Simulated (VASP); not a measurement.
Pt (fcc): the lattice constant a from VASP (plane waves, PAW) at several levels of theory. Static lattice.

```tsv
level	lattice constant a (Å)	error against measurement
LDA	3.897	-0.4 %
PBE	3.967	+1.4 %
PBEsol	3.916	+0.1 %
SCAN	3.897	-0.4 %
r2SCAN	3.943	+0.8 %
```

Measured: 3.913 Å at 0 K (as given by Daniel Mejia-Rodriguez et al., Physical Review B (2018), arXiv:1807.09216; static lattice: zero-point anharmonic expansion removed).

The cell of the LDA run:

```
CELL_PARAMETERS angstrom
      0.00000     1.94843     1.94843
      1.94843     0.00000     1.94843
      1.94843     1.94843     0.00000
ATOMIC_POSITIONS crystal
  Pt 0.00000 0.00000 0.00000
```

Only levels that ran to the end are used. Left out are those held back, those with too coarse a band path, GW runs whose mesh misses a band edge, hybrids' fits of cells that aren't cubic and levels without matching references; a question may draw on a part of the rest.

The compound is Pt in the fcc structure.
